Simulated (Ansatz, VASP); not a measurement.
# MgO: VASP beside Ansatz

Wanted: the spread between two codes on one cell, functional and k mesh. The cell is taken from a series of runs on this material, whose earlier steps may have relaxed, scaled, displaced or heated it; both programs get it as it stands.

Program: Ansatz 0.2.0. Level of theory: plane waves, with VASP 6.6.1 beside it; HSE06 form with 35 % exact exchange with an exact-exchange share of 0.35. Results are calculated unless marked as measured.

## (1) The structure

The cell holds 128 atoms: 64 Mg and 64 O. Cell: a = 11.919 Å, b = 11.919 Å, c = 11.919 Å, α = 60.0°, β = 60.0°, γ = 60.0°. It derives from MgO (MgO (Fm-3m)). Nearest the centre at fractional (0.500, 0.500, 0.500): Mg43 at 0.00 Å, O102 at 2.11 Å, O90 at 2.11 Å, O87 at 2.11 Å, O106 at 2.11 Å, O91 at 2.11 Å, O103 at 2.11 Å, Mg42 at 2.98 Å.

## (2) VASP: single point, HSE06 form with 35 % exact exchange with an exact-exchange share of 0.35

With cell and atoms fixed, the geometry can't cause a difference; cores, projectors, grids and the points listed under the comparison can.

Lines of VASP's logs that name or quote its potential files are left out, and so is its time.

The run reads the wave functions of an earlier VASP run, which isn't shown here.

Input file INCAR:

```
SYSTEM = MgO
PREC = Accurate
ENCUT = 520
EDIFF = 1E-06
NELM = 100
ISMEAR = 0
SIGMA = 0.01
LREAL = Auto
ALGO = Normal
LHFCALC = .TRUE.
AEXX = 0.35
GGA = PE
HFSCREEN = 0.208
LASPH = .TRUE.
NBANDS = 345
PRECFOCK = Fast
LORBIT = 11
LWAVE = .FALSE.
LCHARG = .FALSE.
ISIF = 2
```

Input file POSCAR:

```
MgO
1.0
    0.0000000000      8.4281152256      8.4281152256
    8.4281152256      0.0000000000      8.4281152256
    8.4281152256      8.4281152256      0.0000000000
Mg O
64 64
Direct
    0.0000200000      0.9999800000      0.0001000000
    0.0000100000      0.0000500000      0.2500700000
[... 21 atom lines left out ...]
    0.2500300000      0.2499200000      0.7501400000
[... 2 atom lines left out ...]
    0.2499900000      0.4999900000      0.5001400000
    0.2500100000      0.4999600000      0.7501500000
[... 1 atom line left out ...]
    0.2499700000      0.7500300000      0.2500900000
    0.2499900000      0.7499900000      0.5001000000
    0.2499600000      0.7500400000      0.7501100000
[... 6 atom lines left out ...]
    0.4999900000      0.2499900000      0.5000800000
    0.5000300000      0.2499700000      0.7500900000
[... 1 atom line left out ...]
    0.5000400000      0.5000200000      0.2501100000
    0.5000000000      0.4999700000      0.5001100000
    0.4999800000      0.5000200000      0.7500700000
[... 1 atom line left out ...]
    0.4999900000      0.7500100000      0.2500900000
    0.4999800000      0.7500200000      0.5000600000
[... 6 atom lines left out ...]
    0.7500400000      0.2500500000      0.2500200000
    0.7500300000      0.2500000000      0.5000700000
    0.7500200000      0.2500800000      0.7500200000
[... 1 atom line left out ...]
    0.7499600000      0.5000500000      0.2500800000
    0.7499800000      0.5000600000      0.5000300000
[... 2 atom lines left out ...]
    0.7500400000      0.7500600000      0.2500100000
[... 8 atom lines left out ...]
    0.1250000000      0.3750600000      0.6250700000
[... 2 atom lines left out ...]
    0.1250000000      0.6250600000      0.3750700000
    0.1250100000      0.6250400000      0.6251000000
[... 7 atom lines left out ...]
    0.3750200000      0.1250000000      0.6250600000
    0.3750100000      0.1250200000      0.8750800000
[... 1 atom line left out ...]
    0.3749900000      0.3750400000      0.3751000000
    0.3749900000      0.3750100000      0.6251100000
    0.3750100000      0.3750200000      0.8751000000
    0.3750000000      0.6250400000      0.1250800000
    0.3750100000      0.6250300000      0.3750600000
    0.3750100000      0.6250200000      0.6250900000
[... 1 atom line left out ...]
    0.3749800000      0.8750400000      0.1250600000
    0.3750300000      0.8750200000      0.3750500000
[... 3 atom lines left out ...]
    0.6250400000      0.1250400000      0.3750600000
    0.6250100000      0.1250100000      0.6250900000
[... 1 atom line left out ...]
    0.6250300000      0.3750500000      0.1250900000
    0.6250200000      0.3749900000      0.3750900000
    0.6250500000      0.3749700000      0.6251000000
[... 1 atom line left out ...]
    0.6249900000      0.6250400000      0.1250500000
    0.6250300000      0.6250000000      0.3750900000
    0.6250200000      0.6250200000      0.6250800000
[... 1 atom line left out ...]
    0.6250200000      0.8749800000      0.1251000000
[... 4 atom lines left out ...]
    0.8750200000      0.1250300000      0.3750600000
[... 2 atom lines left out ...]
    0.8750000000      0.3750500000      0.1250700000
    0.8750200000      0.3750100000      0.3750700000
[... 2 atom lines left out ...]
    0.8750000000      0.6250200000      0.1250600000
[... 6 atom lines left out ...]
    0.8749800000      0.8750400000      0.8750900000
```

Input file KPOINTS:

```
Automatic mesh
0
Gamma
1 1 1
0 0 0
```

PAW data sets: Mg and O (PBE family, release 64).

Command:

```console
> export OMP_NUM_THREADS=3
> mpirun -np 1 vasp_gam
```

Numbers of over 12 decimals in the logs are rounded to 6 here.

Log:

```text
[banner, memory and clock lines left out]
running    1 mpi-ranks, on    1 nodes
[...]
Offloading initialized ...    1 GPUs detected
[...]
LDA part: xc-table for (Slater+PW92), standard interpolation
 found WAVECAR, reading the header
 POSCAR, INCAR and KPOINTS ok, starting setup
[...]
reading WAVECAR
 the WAVECAR file was read successfully
 initial charge from wavefunction
 entering main loop
       N       E                     dE             d eps       ncg     rms          rms(c)
DAV:   1    -0.968820583769E+03   -0.96882E+03   -0.27957E+01   740   0.105E+01    0.330E+00
DAV:   2    -0.969184176516E+03   -0.36359E+00   -0.89783E-01   788   0.139E+00    0.216E+00
DAV:   3    -0.969105107740E+03    0.79069E-01   -0.38387E-02   804   0.346E-01    0.133E+00
DAV:   4    -0.969083128312E+03    0.21979E-01   -0.25512E-02   804   0.246E-01    0.861E-01
[...]
DAV:  11    -0.969072885334E+03    0.88723E-05   -0.48772E-06   707   0.570E-03    0.201E-02
DAV:  12    -0.969072882450E+03    0.28842E-05   -0.17373E-06   435   0.370E-03    0.119E-02
DAV:  13    -0.969072881595E+03    0.85528E-06   -0.75300E-07   420   0.258E-03
   1 F= -.96907288E+03 E0= -.96907288E+03  d E =-.334106E-23
```

Parts of OUTCAR (step 2):

```text
  FREE ENERGIE OF THE ION-ELECTRON SYSTEM (eV)
  ---------------------------------------------------
  free  energy   TOTEN  =      -969.0728815947 eV

  energy  without entropy=     -969.0728815947  energy(sigma->0) =     -969.07288159
```

The run ends at a pressure of -3.91 GPa, with forces up to 0.0091 eV/Å.

## (3) Ansatz: single point, HSE06 form with 35 % exact exchange with an exact-exchange share of 0.35

Ansatz runs on its default PAW (the set named soft_2) files.

The same cell, functional and mesh now go to Ansatz.

Input file input.yaml:

```yaml
crystal:
  checkpoint: "../qm1_M1_trap.hrelax.run"
  host: checkpoint
basis:
  ecutwfc: 420
  xc_grid: 2
hamiltonian:
  xc: { preset: hse06, exx: 0.35 }
kpoints:
  mp_grid: { grid: [1, 1, 1] }
scf:
  occupations: { method: fixed }
  max_iter: 80
output:
  forces: true
  charged_corrections:
    epsilon: 3.25
    static_epsilon: 10.36
    defect_position: [0.5, 0.5, 0.5]
  eigenvalues: true
  eigenstates: { localisation: true }
checkpoint:
  write: "../qm1_M1_trap.hyb.at_q0.run"
  compress: false
  write_wavefunctions: false
  write_every: 100000
```

Command:

```console
> ansatz run input.yaml --threads 32 --pin off --max-ram 131891MiB --backend cuda --events-out ev --progress --plain --runs-dir out
```

Log:

```text
crystal.checkpoint: the structure is that of <dir>, a `relax` run, at its step 4: its result, under {"exchange":"pbe","correlation":"pbe","exx":{"coeff":0.35,"omega":0.207870}} at a charge of -1 e; 128 atoms read, 0 with a starting moment; this deck's charge is 0 e; the starting moments of 1 of its atoms are not taken as saved; no density is read with it (checkpoint.read); crystal.structure_sha256 for this
exact exchange: scf.exx.singularity resolves to wigner_seitz, which cuts the screened interaction at the faces of the exchange supercell's Wigner-Seitz cell, so that each pair interacts once, at the shortest of its separations (the periodic images that this leaves out come, for a point-like exchange hole, to about 0.002 eV on a filled level). The cut falls within the interaction's reach, and what an exchange supercel
Engine: ansatz 0.2.0, aarch64-unknown-linux-gnu
Pseudopotentials: kind: paw
Pseudopotential: Mg, paw, valence charge 10, recommended cutoff 420 eV (normal), Mg.paw.azcp
Pseudopotential: O, paw, valence charge 6, recommended cutoff 420 eV (normal), O.paw.azcp
Functional definition: unnamed
  parameter a_1 = 0.35
  parameter omega_1 = 0.207870/angstrom
  exchange = pbe_x + (-a_1)*pbe_x_sr(omega_1) + a_1*exact_x_sr(omega_1)
  correlation = pbe_c
davidson cushion auto → on  (no smearing: the cushion is to keep the highest requested band from converging to the state above it; pin scf.eigensolver.cushion to override)
device memory: the entry about to start is reckoned to put 4.4 GiB on a device that reports 182.5 GiB free
GPU FFT provider: cuFFT
GPU libraries: cuBLAS 13.8.1, cuFFT 12.4.0, cuSOLVER 12.3.2
GPU matrix products: emulated (plane waves: as basis.precision tells), large ones in fixed point in workspaces of 1.00 GiB
Crystal: 128 atoms, lattice volume = 1197.351 Å³
Basis set: ecut = 420 eV, 23409 PW (Γ), exchange–correlation on 160×160×160 points (8 copies of the dense FFT grid, shifted against one another)
Bands: 640, of which v1, the nominal top of the filled ones, is band 512 counted from 1 (511 counted from 0)
Symmetry: 1 space group operations
Space group: P1 (ITA 1), of the structure as read, at distance tolerance 1.1e-4 Å
k-points: 1
Non-local potential: Mg, projectors of the file, l = 0: 3, l = 1: 2, l = 2: 1
Non-local potential: O, projectors of the file, l = 0: 2, l = 1: 2, l = 2: 1
PAW form: soft (Blöchl's): semilocal exchange-correlation on the pseudo side does not see the compensation charge
PAW frozen core: Mg, regenerated for the run's functional, and the local potential with it (the file was generated under x = pbe(κ = 0.804, μ = 0.219515), c = pbe(β = 0.066725))
PAW frozen core: O, regenerated for the run's functional, and the local potential with it (the file was generated under x = pbe(κ = 0.804, μ = 0.219515), c = pbe(β = 0.066725))
PAW one-centre angular grid: Mg, 110 points (default); XC on 96 Gauss nodes
PAW one-centre angular grid: O, 110 points (default); XC on 96 Gauss nodes
Initial density: superposition of atomic densities (neutral atoms: chi_scale 0, normalization atom), corrected by the library's trained network
Initial wavefunctions: pseudopotential atomic-orbital guess
GPU buffer pool allocated for 512000 grid points (all kernels)
GPU transforms: local potential and band sums: pruned to the plane-wave sphere, on 80×80×80
Functional: x = pbe(κ = 0.804, μ = 0.219515), c = pbe(β = 0.066725), warm-up for x = pbe(κ = 0.804, μ = 0.219515) + 0.35 (exact − pbe) at short range (hse, ω = 0.207870 Å⁻¹), c = pbe(β = 0.066725)
SCF iter   1: F=—  HF=-159623.670576 eV  |Δ(HF+E_count)|=         —  Δρ=7.33e-4  dr2=3.59e-3  Hψ=3701
preconditioner: auto → none  [insulator: Δε(μ)=4.726 eV  Ē_g=15.886 eV  n_scr=338 (ndim 8)  ℏωp=24.3 eV  f_vac=0.000]
SCF iter   2: F=—  HF=-159623.684025 eV  |Δ(HF+E_count)|=   1.34e-2  Δρ=4.03e-4  dr2=6.82e-4  Hψ=2368
SCF iter   3: F=-159623.686485 eV  HF=-159623.685402 eV  |Δ(HF+E_count)|=   1.38e-3  Δρ=1.87e-4  dr2=8.46e-5  Hψ=1712
SCF 1 stopped early in 3 iterations: F = -159623.686485 eV  dr2 = 8.46e-5
  greatest PAW one-centre occupation: 1.000 electrons in one spin orbital (limit 2), on the Mg atom at site 112 (counted from 0), in its partial waves of l = 0
device memory: the entry about to start is reckoned to put 5.4 GiB (of the 5.8 GiB reckoned in all, the device holds 0.4 GiB already) on a device that reports 182.1 GiB free
GPU FFT provider: cuFFT
GPU libraries: cuBLAS 13.8.1, cuFFT 12.4.0, cuSOLVER 12.3.2
GPU matrix products: emulated (plane waves: as basis.precision tells), large ones in fixed point in workspaces of 1.00 GiB
Initial density: handed on by an earlier stage of this run
Initial wavefunctions: those handed on with the density
GPU buffer pool allocated for 512000 grid points (all kernels)
GPU transforms: local potential and band sums: pruned to the plane-wave sphere, on 80×80×80
Functional: x = pbe(κ = 0.804, μ = 0.219515) + 0.35 (exact − pbe) at short range (hse, ω = 0.207870 Å⁻¹), c = pbe(β = 0.066725)
Exchange kernel: α = 0.3500, screened, ω = 0.2079 Å⁻¹, Wigner–Seitz truncation, v(0) = 946.1872 eV·Å³, q-mesh 1×1×1, nearest image of the exchange supercell L = 11.92 Å, pair-density grid 50×50×50, without the augmentation charges, whose exchange is taken in its separable form (sized by the pseudopotential files, 72×72×72 at the most), smooth part of the exact exchange by density-matrix convolution of real orbitals (
Frozen-core exchange: fock
SCF iter   1: F=—  HF=-159644.451151 eV  |Δ(HF+E_count)|=         —  Δρ=1.06e-2  dr2=6.65e-1  Hψ=4283  reapply=1
preconditioner: auto → none  [insulator: Δε(μ)=7.137 eV  Ē_g=19.282 eV  n_scr=338 (ndim 8)  ℏωp=24.3 eV  f_vac=0.000]
SCF iter   2: F=—  HF=-159644.154213 eV  |Δ(HF+E_count)|=   2.97e-1  Δρ=5.05e-3  dr2=1.67e-1  Hψ=2602
SCF iter   3: F=—  HF=-159644.656251 eV  |Δ(HF+E_count)|=   5.02e-1  Δρ=2.01e-3  dr2=5.20e-2  Hψ=2704
SCF iter   4: F=—  HF=-159644.641042 eV  |Δ(HF+E_count)|=   1.52e-2  Δρ=6.75e-4  dr2=4.54e-3  Hψ=2358
SCF iter   5: F=—  HF=-159644.645329 eV  |Δ(HF+E_count)|=   4.29e-3  Δρ=1.65e-4  dr2=3.47e-4  Hψ=1766
iter 6 solved again at ethr=1.98e-9 eV; its pass at ethr=2.28e-8 eV (dr2=2.03e-5 eV) is discarded
SCF iter   6: F=-159644.645347 eV  HF=-159644.645340 eV  |Δ(HF+E_count)|=   1.15e-5  Δρ=5.27e-5  dr2=1.33e-4  Hψ=2834
SCF 2 stopped early in 6 iterations: F = -159644.645347 eV  dr2 = 1.33e-4
  Residual-converged pass: ⟨swp⟩=4.0  Hψ=1812  notcnv=0  max |occ|·‖R‖ = 5.9e-6 eV (tolerance 6.7e-6 eV)  dr2=1.33e-4  dr2_onsite=2.78e-6  max |Δocc| = 0.0e0
  greatest PAW one-centre occupation: 1.000 electrons in one spin orbital (limit 2), on the Mg atom at site 2 (counted from 0), in its partial waves of l = 0
hybrid outer 1: dexx = +5.900e-1 eV, tail = 4.33e-3 eV
GPU FFT provider: cuFFT
GPU libraries: cuBLAS 13.8.1, cuFFT 12.4.0, cuSOLVER 12.3.2
GPU matrix products: emulated (plane waves: as basis.precision tells), large ones in fixed point in workspaces of 1.00 GiB
GPU buffer pool allocated for 512000 grid points (all kernels)
GPU transforms: local potential and band sums: pruned to the plane-wave sphere, on 80×80×80
Exchange kernel: α = 0.3500, screened, ω = 0.2079 Å⁻¹, Wigner–Seitz truncation, v(0) = 946.1872 eV·Å³, q-mesh 1×1×1, nearest image of the exchange supercell L = 11.92 Å, pair-density grid 50×50×50, without the augmentation charges, whose exchange is taken in its separable form (sized by the pseudopotential files, 72×72×72 at the most), smooth part of the exact exchange by density-matrix convolution of real orbitals (
Frozen-core exchange: fock
SCF iter   1: F=—  HF=-159644.637942 eV  |Δ(HF+E_count)|=         —  Δρ=1.60e-4  dr2=2.59e-4  Hψ=1408
preconditioner: auto → none  [insulator: Δε(μ)=7.207 eV  Ē_g=19.287 eV  n_scr=338 (ndim 8)  ℏωp=24.3 eV  f_vac=0.000]
SCF iter   2: F=—  HF=-159644.637872 eV  |Δ(HF+E_count)|=   7.06e-5  Δρ=2.98e-5  dr2=7.09e-6  Hψ=1830
SCF iter   3: F=—  HF=-159644.637893 eV  |Δ(HF+E_count)|=   2.07e-5  Δρ=9.61e-6  dr2=7.23e-7  Hψ=2277
SCF iter   4: F=—  HF=-159644.637892 eV  |Δ(HF+E_count)|=   4.95e-7  Δρ=4.50e-6  dr2=1.97e-7  Hψ=2037
SCF iter   5: F=-159644.637892 eV  HF=-159644.637892 eV  |Δ(HF+E_count)|=   4.61e-8  Δρ=1.48e-6  dr2=1.54e-8 sched 1.71e-11)  Hψ=1594
SCF 3 converged in 5 iterations: F = -159644.637892 eV  dr2 = 1.54e-8
  Residual-converged pass: ⟨swp⟩=3.0  Hψ=1218  notcnv=0  max |occ|·‖R‖ = 3.5e-6 eV (tolerance 3.6e-6 eV)  dr2=1.53e-8  dr2_onsite=1.40e-9  max |Δocc| = 0.0e0
hybrid outer 2: dexx = +2.063e-5 eV, tail = 9.93e-7 eV, Δε = 4.10e-3 eV (about 1.32e-4 eV left of the loop's levels), ΔF = 5.90e-4 eV/Å (tail 2.58e-4)
hybrid SCF converged: 2 outer / 11 inner (+3 warm-up), last move |dexx| = 2.06e-5 eV, tail = 9.93e-7 eV
Stability not checked: this state was not tested for a lower state beside it, because the functional holds exact exchange (a hybrid, or Hartree-Fock), whose exchange loop this test does not read (fock_operator; see scf.lower_state_search)
Free energy (F): -159644.637894 eV
Frozen-core exchange: fock
Harris-Foulkes:  -159644.637894 eV  (|F-HF|=8.44e-10)
Internal energy: -159644.637894 eV  (E = F + TS)
E sigma→0 (E₀):  -159644.637894 eV
Fermi energy:    6.352039 eV
--- Per-component energies (eV) ---
  E_band       = -22996.739077
  E_kinetic    = 16462.591056
  E_local      = -102646.356420  (includes V_loc(G=0)·N_el)
  E_nonlocal   = 8986.614457
  E_hartree    = 35588.569197
  E_xc         = -4905.782300
  E_vxc        = -6196.886699  (∫ρ·V_xc dr)
  E_exx        = -6412.597850  (= α·E_x^exact, valence–valence)
  E_paw        = -24231.919001  (= ΣΔE_a)
  E_vpaw       = 2045.186812  (= ΣTr[D̂ρ^β])
  E_aug_tail   = 0.159309  (compensation charges beyond the density's cutoff)
  E_ewald      = -82480.386798
  E_core_change = -5.529547  (= ΣΔE_core)
  E_smearing   = -0.000000  (= −TS)
  E_closure    = 0.000002  (closes the sum)
  Σ components = -159644.637894   (vs F -159644.637894, Δ=0.00e0)
--- Forces (eV/Å), atoms counted from 1 ---
  atom   1  Mg    -0.00072839    -0.00177696     0.00137115
  atom   2  O     -0.00097181     0.00101385     0.00244804
  atom   3  Mg    -0.00186241     0.00159136    -0.00239548
  atom   4  O      0.00123354     0.00157574    -0.00171491
  atom   5  Mg    -0.00067281    -0.00032547    -0.00117842
  atom   6  O      0.00023058     0.00278427    -0.00150165
  [... 122 more lines of this table ...]
  max |Σ_I F_I| component: 1.51e-4 eV/Å
--- Band table (eV) ---
  k-point 0: bands = ["-72.0172", "-72.0134", "-72.0131", "-72.0130", "-72.0129", "-72.0129", "-72.0129", "-72.0128", "-72.0127", "-72.0116", "-72.0115", "-72.0114", "-72.0113", "-72.0113", "-72.0112"
```

In the SCF lines HF is the Harris–Foulkes energy and dr2 the Hartree energy of the density residual, in eV; the loop may stop once dr2 is under the threshold and the program's other checks hold. Hψ counts applications of the Hamiltonian.

## (4) Comparison

Known differences besides the potentials themselves: exact exchange at q = 0 is treated differently, which shows on coarse meshes; VASP keeps PBE cores, Ansatz makes them for the functional; fixed occupations in Ansatz, narrow Gaussian smearing in VASP; the data sets hold 1024 valence electrons in Ansatz (on its default PAW (the set named soft_2) files) and 512 in VASP; the cutoff is 420 eV in Ansatz and 520 eV in VASP (PREC = Accurate, projectors in real space); VASP takes a coarser grid for exact exchange (PRECFOCK = Fast). Total energies have different zeros and are not compared.

The two programs side by side:

```csv
quantity,Ansatz,VASP,difference
gap on the k mesh (eV),7.205,7.151,+0.053
```

A gap on the mesh is an upper bound, since the band edges may lie between its points.

## (5) Results

| Quantity | Value |
| --- | --- |
| difference in gap on the k mesh (single point, HSE06 form with 35 % exact exchange with an exact-exchange share of 0.35) | 0.053 eV |

**Reading.** The difference in gap on the k mesh is 0.053 eV (single point, HSE06 form with 35 % exact exchange with an exact-exchange share of 0.35), within the 0.08 eV picked in this series as the mark of a large difference. The data sets hold unlike numbers of valence electrons (1024 in Ansatz and 512 in VASP), so part of the differences may come from the potentials. How closely two codes agree says nothing of how well the functional describes the real material.

[Lines on the potential files, build, host, timing and source positions are cut from VASP's logs without a mark.]

[Logs are printed without paths, hosts, clocks, repeated set-up lines and the standing remarks that a program may print on its own settings, such as how far it seeks lower states.]

[Hosts, paths, dates, database ids (printed as entryN), source tags and the programs' standing remarks are cut or masked in the printed files.]
